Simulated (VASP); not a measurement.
Here is the system:

```xyz
2
Lattice="3.6961 0.0000 0.0000 0.0000 3.6961 0.0000 0.0000 0.0000 3.6961" Properties=species:S:1:pos:R:3 pbc="T T T"
Ce     1.8481     1.8481     1.8481
Mg     0.0000     0.0000     0.0000
```

All values below come from LDA (Ceperley-Alder, Perdew-Zunger), VASP's LDA PAW potentials (set 64) (plane waves; VASP). Numerical set-up: 400 eV cut-off, Gaussian smearing of 0.050 eV, potentials Ce Mg.

Task: Give the energies of bands 5 to 10 at the high-symmetry points, in eV from the Fermi level.

Result: 
```tsv
band	Γ	X	M	R
5	-5.06	-2.39	-3.15	-1.80
6	-0.81	-1.68	-0.13	-1.80
7	-0.81	0.05	-0.02	-1.80
8	0.31	0.11	-0.02	-0.31
9	0.31	0.33	0.28	0.32
10	0.31	0.33	0.33	0.32
```

It has no gap at this level: it comes out as a metal or semimetal.

The structure comes from a computed database's CeMg entry (Pm-3m); how it stands against other phases isn't given here. It was relaxed first, which changed the volume by -11 %. The run is not spin-polarised, so no magnetic state was tried.
